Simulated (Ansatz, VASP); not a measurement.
## CeO2: VASP beside Ansatz

One calculation is typed for both programs; each brings its own data sets and cutoff. How far apart do they land? The cell is a member of a volume series, scaled by 1.015 from a relaxed one, so a pressure remains.

Main program and level: Ansatz 0.2.0; plane waves, with VASP 6.6.1 beside it; single point at PBEsol.

### Step 1. The structure

The structure is cubic, space group Fm-3m (No. 225). Conventional cell: a = 5.425 Å, b = 5.425 Å, c = 5.425 Å, α = 90.00°, β = 90.00°, γ = 90.00°. Nearest to Ce lie 8 O at 2.35 Å. Nearest to O lie 4 Ce at 2.35 Å. Farther neighbours and most contacts between anions are not listed.

### Step 2. Ansatz: single point, PBEsol, volume scaled by 1.015

Ansatz runs on its default PAW (the set named soft_2) files.

A single point gives forces, pressure and levels at one fixed geometry, so differences don't come from the geometry; what else differs is listed under the comparison.

input.yaml

```yaml
crystal:
  lattice:
    - [0.0, 2.71240802, 2.71240802]
    - [2.71240802, 0.0, 2.71240802]
    - [2.71240802, 2.71240802, 0.0]
  atoms:
    - { symbol: Ce, position: [0.0, 0.0, 0.0] }
    - { symbol: O, position: [0.75, 0.75, 0.75] }
    - { symbol: O, position: [0.25, 0.25, 0.25] }
hamiltonian:
  xc: pbesol
  pseudopotentials: { kind: paw }
kpoints:
  mp_grid: { grid: [8, 8, 8] }
scf:
  occupations: { method: gaussian, width: 0.03 }
  n_extra_bands: 4
output:
  forces: true
  stress: true
  eigenvalues: true
  write_density: true
  write_potential: true
  elf: true
  volumetric_format: npy
```

Command:

```sh
> ansatz run input.yaml --threads 2 --pin off --max-ram 4608MiB --backend cpu --events-out ev --progress --plain --runs-dir out
```

Numbers of over 12 decimals in the logs are rounded to 6 here.

Output:

```text
scf.n_extra_bands = 4 over 12 filled bands (N_el = 24.0): the run solves 16 bands
Engine: ansatz 0.2.0, aarch64-unknown-linux-gnu
Pseudopotentials: kind: paw
Pseudopotential: Ce, paw, valence charge 12, recommended cutoff 420 eV (normal), Ce.paw.azcp
Pseudopotential: O, paw, valence charge 6, recommended cutoff 420 eV (normal), O.paw.azcp
Functional definition: PBEsol
  exchange = pbesol_x
  correlation = pbesol_c
Crystal: 3 atoms, lattice volume = 39.911 Å³
Basis set: ecut = 420 eV, 749 PW (Γ), exchange–correlation on 54×54×54 points (8 copies of the dense FFT grid, shifted against one another)
Bands: 16, of which v1, the nominal top of the filled ones, is band 12 counted from 1 (11 counted from 0)
Symmetry: 48 space group operations
Space group: Fm-3m (ITA 225), of the structure as read, at distance tolerance 3.4e-5 Å
k-points: 29 of 512
Non-local potential: Ce, projectors of the file, l = 0: 3, l = 1: 2, l = 2: 2, l = 3: 3
Non-local potential: O, projectors of the file, l = 0: 2, l = 1: 2, l = 2: 1
PAW form: soft (Blöchl's): semilocal exchange-correlation on the pseudo side does not see the compensation charge
PAW frozen core: Ce, regenerated for the run's functional, and the local potential with it (the file was generated under x = pbe(κ = 0.804, μ = 0.219515), c = pbe(β = 0.066725))
PAW frozen core: O, regenerated for the run's functional, and the local potential with it (the file was generated under x = pbe(κ = 0.804, μ = 0.219515), c = pbe(β = 0.066725))
PAW one-centre angular grid: Ce, 590 points (default); XC on 64 Gauss nodes
PAW one-centre angular grid: O, 110 points (default); XC on 64 Gauss nodes
Initial density: superposition of atomic densities (neutral atoms: chi_scale 0, normalization atom), corrected by the library's trained network
Initial wavefunctions: pseudopotential atomic-orbital guess
Functional: x = pbesol(κ = 0.804, μ = 0.123457), c = pbesol(β = 0.046)
SCF iter   1: F=—  HF=-7611.942223 eV  |F-HF|=—  |Δ(HF+E_count)|=         —  Δρ=2.07e-2  dr2=1.60e-1  ethr=1.77e-3  ⟨swp⟩=5.2  Hψ=2300  notcnv=0
preconditioner: auto → none  [insulator: Δε(μ)=1.785 eV  Ē_g=9.949 eV  σ=0.030 eV  W_gap=1.00  n_scr=14 (ndim 8)  ℏωp=27.6 eV  f_vac=0.033  D(μ)=0.00/eV (n_scr^D=0)  ε∞_Penn≈8.7]
SCF iter   2: F=—  HF=-7612.058287 eV  |F-HF|=—  |Δ(HF+E_count)|=   1.16e-1  Δρ=4.57e-2  dr2=9.45e-1  ethr=6.66e-4  ⟨swp⟩=3.0  Hψ=1165  notcnv=0  recentre
SCF iter   3: F=—  HF=-7611.921627 eV  |F-HF|=—  |Δ(HF+E_count)|=   1.37e-1  Δρ=4.78e-3  dr2=6.08e-3  ethr=6.66e-4  ⟨swp⟩=3.6  Hψ=966  notcnv=0
SCF iter   4: F=—  HF=-7611.920657 eV  |F-HF|=—  |Δ(HF+E_count)|=   9.70e-4  Δρ=3.13e-3  dr2=4.16e-3  ethr=2.53e-5  ⟨swp⟩=3.0  Hψ=951  notcnv=0
SCF iter   5: F=—  HF=-7611.923344 eV  |F-HF|=—  |Δ(HF+E_count)|=   2.69e-3  Δρ=6.98e-3  dr2=2.21e-2  ethr=1.73e-5  ⟨swp⟩=3.4  Hψ=1036  notcnv=0  recentre
SCF iter   6: F=—  HF=-7611.920187 eV  |F-HF|=—  |Δ(HF+E_count)|=   3.16e-3  Δρ=2.61e-4  dr2=2.34e-5  ethr=1.73e-5  ⟨swp⟩=3.2  Hψ=1003  notcnv=0
SCF iter   7: F=—  HF=-7611.920161 eV  |F-HF|=—  |Δ(HF+E_count)|=   2.54e-5  Δρ=1.37e-4  dr2=8.27e-6  ethr=9.73e-8  ⟨swp⟩=2.3  Hψ=654  notcnv=0
SCF iter   8: F=-7611.920160 eV  HF=-7611.920160 eV  |F-HF|=6.17e-9  |Δ(HF+E_count)|=   9.47e-7  Δρ=4.80e-6  dr2=7.07e-9  ethr=4.17e-10  ⟨swp⟩=9.0  Hψ=3814  notcnv=0
SCF 1 converged in 8 iterations: F = -7611.920160 eV  dr2 = 7.07e-9
  greatest PAW one-centre occupation: 0.988 electrons in one spin orbital (limit 2), on the Ce atom at site 0 (counted from 0), in its partial waves of l = 0
SCF converged after 8 iterations
Free energy (F): -7611.920160 eV
Harris-Foulkes:  -7611.920160 eV  (|F-HF|=6.17e-9)
Internal energy: -7611.920160 eV  (E = F + TS)
E sigma→0 (E₀):  -7611.920160 eV
Fermi energy:    11.911729 eV
--- Per-component energies (eV) ---
  E_band       = 25.127045
  E_kinetic    = 737.218605
  E_local      = -923.846991  (includes V_loc(G=0)·N_el)
  E_nonlocal   = 34.301943
  E_hartree    = 326.260543
  E_xc         = -375.797514
  E_vxc        = -444.752454  (∫ρ·V_xc dr)
  E_paw        = -5685.330526  (= ΣΔE_a)
  E_vpaw       = -30.320943  (= ΣTr[D̂ρ^β])
  E_aug_tail   = 0.004815  (compensation charges beyond the density's cutoff)
  E_ewald      = -1725.027907
  E_core_change = 0.296871  (= ΣΔE_core)
  E_smearing   = -0.000000  (= −TS)
  E_closure    = -0.000000  (closes the sum)
  Σ components = -7611.920160   (vs F -7611.920160, Δ=0.00e0)
--- Forces (eV/Å), atoms counted from 1 ---
  atom   1  Ce    -0.00000000     0.00000000     0.00000000
  atom   2  O      0.00000000    -0.00000000     0.00000000
  atom   3  O     -0.00000000     0.00000000     0.00000000
  max |Σ_I F_I| component: 1.85e-17 eV/Å
--- Stress (GPa, compression-positive) ---
       -2.764055      -0.000000       0.000000
       -0.000000      -2.764055      -0.000000
       -0.000000       0.000000      -2.764055
  P = ⅓ Tr σ = -2.7641 GPa (-27.641 kbar)
--- Band table (eV; the first three rows and the last of 29) ---
  k-point 0: bands = [... 8 lower, 7.0440, 10.3198, 10.3198, 10.3198, 13.2064, 13.2064, 13.2064, 13.4733]
  k-point 1: bands = [... 8 lower, 7.4385, 10.1730, 10.2605, 10.2605, 13.1910, 13.1910, 13.2078, 13.4924]
  k-point 2: bands = [... 8 lower, 8.3676, 9.9136, 10.1510, 10.1510, 13.1418, 13.1418, 13.2112, 13.3950]
  k-point 28: bands = [... 8 lower, 9.8619, 9.8619, 10.2061, 10.2597, 12.9601, 13.0818, 13.0818, 13.3208]
```

Run time: 2.3 s. Hardware: 2 threads of Arm Neoverse N1, shared host; peak memory 0.3 GiB.

The run ends at a pressure of -2.76 GPa.

### Step 3. VASP: single point, PBEsol, volume scaled by 1.015

The same cell, functional, mesh and smearing now go to VASP, with its own data sets and cutoff.

Lines of VASP's logs that name or quote its potential files are left out, and so is its time.

The input asks for a relaxation, which ended at its first step since no free force or stress exceeded the threshold; so it serves as a single point.

INCAR

```
SYSTEM = CeO2
PREC = Accurate
ENCUT = 560
EDIFF = 1E-06
NELM = 100
ISMEAR = 0
SIGMA = 0.03
LREAL = .FALSE.
ALGO = Normal
GGA = PS
NBANDS = 18
LASPH = .TRUE.
LORBIT = 11
LWAVE = .FALSE.
LCHARG = .FALSE.
KPAR = 4
IBRION = 2
NSW = 30
ISIF = 4
EDIFFG = -0.01
```

POSCAR

```
CeO2
1.0
    0.0000000000      2.7124080215      2.7124080215
    2.7124080215      0.0000000000      2.7124080215
    2.7124080215      2.7124080215      0.0000000000
Ce O
1 2
Direct
    0.0000000000      0.0000000000      0.0000000000
    0.7500000000      0.7500000000      0.7500000000
    0.2500000000      0.2500000000      0.2500000000
```

KPOINTS

```
Automatic mesh
0
Gamma
8 8 8
0 0 0
```

PAW data sets: Ce and O (PBE family, release 64).

Command:

```sh
> mpirun -np 4 vasp_std
```

Output:

```text
[banner, memory and clock lines left out]
running    4 mpi-ranks, on    1 nodes
 distrk:  each k-point on    1 cores,    4 groups
 distr:  one band on    1 cores,    1 groups

 POSCAR found type information on POSCAR CeO
 POSCAR found :  2 types and       3 ions
|                                                                             |
|               ----> ADVICE to this user running VASP <----                  |
|                                                                             |
|     You enforced a specific xc type in the INCAR file but a different       |
|     [... a line on the potential file left out ...]
|     I HOPE YOU KNOW WHAT YOU ARE DOING!                                     |
|                                                                             |

 LDA part: xc-table for (Slater+PW92), standard interpolation
 POSCAR, INCAR and KPOINTS ok, starting setup
 FFT: planning ... GRIDC
 FFT: planning ... GRID_SOFT
 FFT: planning ... GRID
 WAVECAR not read
 entering main loop
       N       E                     dE             d eps       ncg     rms          rms(c)
DAV:   1     0.232090163240E+03    0.23209E+03   -0.12215E+04  1092   0.191E+03
DAV:   2     0.107826953004E+02   -0.22131E+03   -0.19804E+03  1352   0.306E+02
DAV:   3    -0.311501431866E+02   -0.41933E+02   -0.38269E+02  1308   0.154E+02
DAV:   4    -0.325638622238E+02   -0.14137E+01   -0.14125E+01  1376   0.293E+01
DAV:   5    -0.326698448151E+02   -0.10598E+00   -0.10595E+00  1856   0.668E+00    0.299E+01
DAV:   6    -0.306564987143E+02    0.20133E+01   -0.67710E+01  1496   0.515E+01    0.244E+01
DAV:   7    -0.293982961851E+02    0.12582E+01   -0.77295E+01  1570   0.103E+02    0.200E+01
DAV:   8    -0.286179609793E+02    0.78034E+00   -0.30686E+00  1376   0.146E+01    0.131E+01
DAV:   9    -0.275634965238E+02    0.10545E+01   -0.48941E+00  1512   0.193E+01    0.200E+00
DAV:  10    -0.275590897458E+02    0.44068E-02   -0.24852E-01  1632   0.341E+00    0.991E-01
DAV:  11    -0.275501981733E+02    0.88916E-02   -0.38669E-02  1466   0.213E+00    0.152E+00
DAV:  12    -0.275494546621E+02    0.74351E-03   -0.39493E-02  1592   0.186E+00    0.566E-01
DAV:  13    -0.275431811948E+02    0.62735E-02   -0.81549E-02  1396   0.304E+00    0.645E-01
DAV:  14    -0.275438671584E+02   -0.68596E-03   -0.40285E-03  1730   0.340E-01    0.730E-01
DAV:  15    -0.275419680891E+02    0.18991E-02   -0.44541E-03  1328   0.762E-01    0.287E-01
DAV:  16    -0.275417660772E+02    0.20201E-03   -0.54354E-04  1746   0.216E-01    0.152E-01
DAV:  17    -0.275417252253E+02    0.40852E-04   -0.15248E-04  1548   0.123E-01    0.504E-02
DAV:  18    -0.275417277582E+02   -0.25329E-05   -0.11090E-05  1554   0.248E-02    0.285E-02
DAV:  19    -0.275417232658E+02    0.44924E-05   -0.76176E-06  1200   0.307E-02    0.114E-02
DAV:  20    -0.275417221695E+02    0.10963E-05   -0.35944E-06  1090   0.206E-02    0.198E-03
DAV:  21    -0.275417221764E+02   -0.69658E-08   -0.28903E-07   582   0.490E-03
   1 F= -.27541722E+02 E0= -.27541722E+02  d E =-.275417E+02
 curvature:   0.00 expect dE= 0.000E+00 dE for cont linesearch  0.000E+00
 trial: gam= 0.00000 g(F)=  0.205E-47 g(S)=  0.936E-33 ort = 0.000E+00 (trialstep = 0.100E+01)
 search vector abs. value=  0.100E-09
 reached required accuracy - stopping structural energy minimisation
```

OUTCAR, selected parts (step 3):

```text
ion  position               nearest neighbor table
   1  0.000  0.000  0.000-   2 2.35   2 2.35   2 2.35   2 2.35   3 2.35   3 2.35   3 2.35   3 2.35

  LATTYP: Found a face centered cubic cell.
 ALAT       =     5.4248160430

 Subroutine GETGRP returns: Found 48 space group operations
 (whereof 48 operations were pure point group operations)

The static configuration has the point symmetry O_h .

 Found     29 irreducible k-points:

   k-points           NKPTS =     29   k-points in BZ     NKDIM =     29   number of bands    NBANDS=     18

   dimension x,y,z NGX =    30 NGY =   30 NGZ =   30
   dimension x,y,z NGXF=    60 NGYF=   60 NGZF=   60

   ENCUT  =  560.0 eV  41.16 Ry    6.42 a.u.   7.40  7.40  7.40*2*pi/ulx,y,z

   NELECT =      24.0000    total number of electrons

 k-points in reciprocal lattice and weights: Automatic mesh
   0.00000000  0.00000000  0.00000000       0.002
   0.12500000  0.00000000  0.00000000       0.016
   0.25000000  0.00000000  0.00000000       0.016
   0.37500000  0.00000000  0.00000000       0.016
   0.50000000  0.00000000  0.00000000       0.008
   0.12500000  0.12500000  0.00000000       0.012
   0.25000000  0.12500000  0.00000000       0.047
   0.37500000  0.12500000  0.00000000       0.047
   0.50000000  0.12500000  0.00000000       0.047
[...]
-0.37500000  0.50000000  0.12500000       0.023
  -0.25000000  0.50000000  0.25000000       0.012

 average (electrostatic) potential at core
       1 -77.1402       2 -68.0824       3 -68.0824

 E-fermi :   5.2978

 k-point     1 :       0.0000    0.0000    0.0000
  band No.  band energies     occupation
    ...
      8       1.2391      2.00000
      9       1.2391      2.00000
     10       4.5100      2.00000
     11       4.5100      2.00000
     12       4.5100      2.00000
     13       7.3779      0.00000
     14       7.3779      0.00000
     15       7.3779      0.00000
     16       7.6450      0.00000
     17       8.0504      0.00000
    ...

 k-point     2 :       0.1250    0.0000    0.0000
  band No.  band energies     occupation
    ...
      8       1.3839      2.00000
      9       1.6352      2.00000
     10       4.3644      2.00000
     11       4.4515      2.00000
     12       4.4515      2.00000
     13       7.3626      0.00000
     14       7.3626      0.00000
     15       7.3793      0.00000
     16       7.6645      0.00000
     17       7.9237      0.00000
    ...

 k-point     3 :       0.2500    0.0000    0.0000
  band No.  band energies     occupation
    ...
      8       1.7195      2.00000
      9       2.5639      2.00000
     10       4.1066      2.00000
     11       4.3432      2.00000
     12       4.3432      2.00000
     13       7.3134      0.00000
     14       7.3134      0.00000
     15       7.3827      0.00000
     16       7.5682      0.00000
     17       7.7690      0.00000
    ...

  Total       -0.6889511     -0.6889511     -0.6889511      0.0000000     -0.0000000     -0.0000000
  in kB      -27.6569279    -27.6569279    -27.6569279      0.0000000     -0.0000000     -0.0000000
  external PRESSURE =     -27.6569279 kB  Pullay stress =       0.0000000 kB

  energy-cutoff  :      560.00
  volume of cell :       39.91
      direct lattice vectors                 reciprocal lattice vectors
     0.000000000  2.712408021  2.712408021    -0.184338048  0.184338048  0.184338048
     2.712408021  0.000000000  2.712408021     0.184338048 -0.184338048  0.184338048
     2.712408021  2.712408021  0.000000000     0.184338048  0.184338048 -0.184338048

 POSITION                                       TOTAL-FORCE (eV/Angst)
 -----------------------------------------------------------------------------------
      0.00000      0.00000      0.00000         0.000000      0.000000      0.000000
      4.06861      4.06861      4.06861         0.000000      0.000000      0.000000
      1.35620      1.35620      1.35620        -0.000000     -0.000000     -0.000000
 -----------------------------------------------------------------------------------
    total drift:                                0.000000     -0.000000      0.000000

  FREE ENERGIE OF THE ION-ELECTRON SYSTEM (eV)
  ---------------------------------------------------
  free  energy   TOTEN  =       -27.5417221764 eV

  energy  without entropy=      -27.5417221764  energy(sigma->0) =      -27.54172218

 reached required accuracy - stopping structural energy minimisation

 total charge
# of ion       s       p       d       f       tot
--------------------------------------------------
    1        2.013   5.790   0.897   0.956   9.656
    2        1.569   3.419   0.000   0.000   4.989
    3        1.569   3.419   0.000   0.000   4.989
--------------------------------------------------
tot          5.151  12.629   0.897   0.956  19.634

[... 3 further parts left out ...]
```

CONTCAR:

```
CeO2
   1.00000000000000
     0.0000000000000000    2.7124080214999999    2.7124080214999999
     2.7124080214999999    0.0000000000000000    2.7124080214999999
     2.7124080214999999    2.7124080214999999    0.0000000000000000
  Ce              O
     1     2
Direct
     0.0000000000000000    0.0000000000000000    0.0000000000000000
     0.7500000000000000    0.7500000000000000    0.7500000000000000
     0.2500000000000000    0.2500000000000000    0.2500000000000000
```

This run has no spin polarisation, so a moment on Ce, if there is one, isn't seen. Without U or exact exchange, f electrons of an open shell come out too delocalised.

### Step 4. Comparison

Known differences besides the potentials themselves: the cutoff is 420 eV in Ansatz and 560 eV in VASP; Ansatz makes its cores anew for this functional, VASP keeps those of its PBE data sets. Total energies have different zeros and are not compared.

The two programs side by side:

| quantity | Ansatz | VASP | difference |
| --- | --- | --- | --- |
| pressure (GPa) | -2.76 | -2.77 | 0.00 |
| pressure without Ansatz's Pulay correction (GPa) | -3.39 | -2.77 | -0.63 |
| gap on the k mesh (eV) | 1.951 | 1.930 | +0.022 |

A gap on the mesh is an upper bound, since the band edges may lie between its points. Ansatz's pressure holds a Pulay correction of 0.63 GPa; VASP's holds none.

### Step 5. Other set-ups

Further runs change the set-up of one program: Ansatz's method, potentials or start, or VASP's data sets, cutoff or form of LDA. The table gives Ansatz less VASP for each quantity, since a change that brings one quantity closer may part another.

| run | pressure (GPa) | gap on the k mesh (eV) |
| --- | --- | --- |
| as above | 0.0016 | 0.022 |
| Ansatz's all-electron LAPW method | 0.044 | 0.044 |

### Step 6. VASP: single point, PBEsol, volume scaled by 0.97

With cell and atoms fixed, the geometry can't cause a difference; cores, projectors, grids and the points listed under the comparison can. The cell compared in this pair holds 38.14 Å³, against 39.91 Å³ for the pair before.

The input asks for a relaxation, which ended at its first step since no free force or stress exceeded the threshold; so it serves as a single point.

INCAR, as its differences from that of step 3:

```diff
@@ -3,3 +3,3 @@
 ENCUT = 560
-EDIFF = 1E-06
+EDIFF = 1E-07
 NELM = 100
@@ -17,4 +17,4 @@
 IBRION = 2
-NSW = 30
+NSW = 50
 ISIF = 4
-EDIFFG = -0.01
+EDIFFG = -0.002
```

POSCAR

```
CeO2
1.0
    0.0000000000      2.6717157504      2.6717157504
    2.6717157504      0.0000000000      2.6717157504
    2.6717157504      2.6717157504      0.0000000000
Ce O
1 2
Direct
    0.0000000000      0.0000000000      0.0000000000
    0.7500000000      0.7500000000      0.7500000000
    0.2500000000      0.2500000000      0.2500000000
```

KPOINTS is that of step 3.

Command:

```sh
> mpirun -np 4 vasp_std
```

Output:

```text
[banner, memory and clock lines left out]
running    4 mpi-ranks, on    1 nodes
[...]
[... a notice as in an earlier step ...]

 LDA part: xc-table for (Slater+PW92), standard interpolation
 POSCAR, INCAR and KPOINTS ok, starting setup
[...]
entering main loop
       N       E                     dE             d eps       ncg     rms          rms(c)
DAV:   1     0.231920918375E+03    0.23192E+03   -0.12133E+04  1060   0.191E+03
DAV:   2     0.158037911051E+02   -0.21612E+03   -0.19438E+03  1224   0.303E+02
DAV:   3    -0.309046743202E+02   -0.46708E+02   -0.41709E+02  1376   0.154E+02
DAV:   4    -0.325171225984E+02   -0.16124E+01   -0.16112E+01  1366   0.313E+01
[...]
DAV:  19    -0.275212751911E+02    0.36814E-06   -0.14727E-06  1510   0.115E-02    0.174E-03
DAV:  20    -0.275212750525E+02    0.13852E-06   -0.45016E-07  1148   0.796E-03    0.357E-03
DAV:  21    -0.275212750393E+02    0.13233E-07   -0.50372E-08   606   0.301E-03
   1 F= -.27521275E+02 E0= -.27521275E+02  d E =-.275213E+02
[...]
reached required accuracy - stopping structural energy minimisation
```

From OUTCAR (step 6):

```text
  Total        1.4982884      1.4982884      1.4982884     -0.0000000     -0.0000000      0.0000000
  in kB       62.9368849     62.9368849     62.9368849     -0.0000000     -0.0000000      0.0000000
  external PRESSURE =      62.9368849 kB  Pullay stress =       0.0000000 kB

 POSITION                                       TOTAL-FORCE (eV/Angst)
 -----------------------------------------------------------------------------------
      0.00000      0.00000      0.00000         0.000000      0.000000      0.000000
      4.00757      4.00757      4.00757         0.000000      0.000000     -0.000000
      1.33586      1.33586      1.33586        -0.000000     -0.000000      0.000000
 -----------------------------------------------------------------------------------
    total drift:                                0.000000     -0.000000      0.000000

  FREE ENERGIE OF THE ION-ELECTRON SYSTEM (eV)
  ---------------------------------------------------
  free  energy   TOTEN  =       -27.5212750393 eV

  energy  without entropy=      -27.5212750393  energy(sigma->0) =      -27.52127504

[... 2 parts as in an earlier step ...]

[... 2 further parts left out ...]
[key lines of the parts left out:]
E-fermi :   5.7534
```

[end of part 1 of 2]

[Lines on the potential files, build, host, timing and source positions are cut from VASP's logs without a mark.]

[Logs are printed without paths, hosts, clocks, repeated set-up lines and the standing remarks that a program may print on its own settings, such as how far it seeks lower states.]

[Hosts, paths, dates, database ids (printed as entryN), source tags and the programs' standing remarks are cut or masked in the printed files.]
